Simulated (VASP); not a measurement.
```
AlCo
1.0
    2.85122     0.00000     0.00000
    0.00000     2.85122     0.00000
    0.00000     0.00000     2.85122
Al Co
1 1
Direct
  0.50000   0.50000   0.50000
  0.00000   0.00000   0.00000
```

Calculation: PW91 GGA, VASP's PBE PAW potentials (set 64) (plane waves; VASP). Settings: 520 eV cut-off, Gaussian smearing of 0.050 eV, potentials Al Co.

Q: Estimate the band gap (along the path) with the smallest direct gap where there is one.

A: 
```
Quantity                                                      Value
-------------------------  ----------------------------------------
band gap (along the path)  none (metal, semimetal or under 0.01 eV)
```

The absolute energy has meaning only against runs of the same code, potentials and settings.

The compound is CoAl in the CsCl type structure. It was relaxed first. The run is not spin-polarised, so no magnetic state was tried.
